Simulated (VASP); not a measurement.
Given:

```
CELL_PARAMETERS angstrom
      1.38613    -2.40084     0.00000
      1.38613     2.40084     0.00000
      0.00000     0.00000     4.48563
ATOMIC_POSITIONS crystal
  Re 0.33333 0.66667 0.25000
  Re 0.66667 0.33333 0.75000
```

Level of theory: PBE GGA, VASP's PBE PAW potentials (set 64) (plane waves; VASP). Numerical set-up: 400 eV cut-off, Gaussian smearing of 0.050 eV, potentials Re.

Task: Give the energies of bands 1 to 10 at the high-symmetry points, in eV from the Fermi level.

Result: 
```tsv
band	Γ	M	K	A	L	H
1	-9.74	-5.83	-5.08	-7.42	-6.15	-4.43
2	-6.50	-5.73	-3.96	-7.42	-6.15	-4.43
3	-1.54	-5.12	-3.96	-2.33	-3.99	-3.63
4	-1.52	-1.85	-3.29	-2.33	-3.99	-3.63
5	-1.52	-1.70	-2.07	-1.64	0.42	-2.10
6	-0.71	-1.34	-2.07	-1.64	0.42	-2.10
7	-0.71	-0.58	-0.02	-1.64	0.92	0.09
8	0.22	3.91	2.98	-1.64	0.92	0.09
9	0.22	4.28	2.98	2.51	4.21	3.32
10	0.59	4.43	3.43	2.51	4.21	3.32
```

It has no gap at this level: it comes out as a metal or semimetal.

The compound is Re in the hcp structure. It was relaxed first.
